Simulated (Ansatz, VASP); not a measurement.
ZnRe: VASP beside Ansatz

The input INCAR:

```
ALGO = Normal ; EDIFF = 1E-6
ENCUT = 520 ; GGA = RE
ISIF = 2 ; ISMEAR = -1
LASPH = T ; LCHARG = F
LREAL = F ; LWAVE = F
NBANDS = 16 ; NELM = 60
PREC = Accurate ; SIGMA = 0.02
```

File KPOINTS:

```
k-points
0
Gamma
  8 8 5
```

The input POSCAR:

```
ZnRe
1.0
    2.7590400000      0.0114900000     -0.0027400000
   -1.3695700000      2.3643500000     -0.0020500000
   -0.0044800000     -0.0064700000      4.5135400000
Zn Re
1 1
Direct
    0.0095578667      0.0129912173      0.0514010935
    0.3758500000      0.7058400000      0.5251400000
```

Input for Ansatz:

```yaml
crystal:
  lattice:
    - [2.75904, 0.01149, -0.00274]
    - [-1.36957, 2.36435, -0.00205]
    - [-0.00448, -0.00647, 4.51354]
  atoms:
    - { symbol: Zn, position: [0.009557866654128533, 0.012991217326995028, 0.0514010934987067] }
    - { symbol: Re, position: [0.37585, 0.70584, 0.52514] }
basis:
  ecutwfc: 540.0
  xc_grid: 2
kpoints:
  mp_grid:
    grid: [8, 8, 5]
hamiltonian:
  xc: revpbe
scf:
  convergence:
    dr2_threshold: 1.0e-09
  mixing:
    algorithm: anderson
  occupations:
    method: fermi_dirac
    width: 0.02
output:
  forces: true
  stress: true
```

The cell comes from a database or a generator and needn't be the stable form of this composition.

Alike in both runs: task single point; functional revPBE; k mesh 8 × 8 × 5; occupations fermi-dirac, width 0.02 eV; no spin polarisation.

```csv
,VASP,Ansatz
version,VASP 6.6.1,Ansatz 0.2.0
potentials or method,"VASP PAW PBE potentials, release 64 (Zn, Re)","plane waves, PAW"
plane-wave cutoff (eV),520,540
valence electrons in the cell,19,27
```

```tsv
	VASP	Ansatz	Ansatz less VASP
pressure (GPa)	2.0	2.0	-0.01
largest component of the traceless stress (GPa)	1.39	1.59	+0.202
rms of the force components (eV/Å)	0.663	0.658	-0.0051
```

Atom by atom the forces differ by 0.005 eV/Å (rms over components). The two sets of potentials don't hold the same shells in valence. Ansatz warned: «stress_scf_threshold_loose».

Caveats: the PAW data sets were made with another functional, which shifts forces and pressure a little (VASP). The runs have no spin-orbit coupling, so splittings on Re are missing.
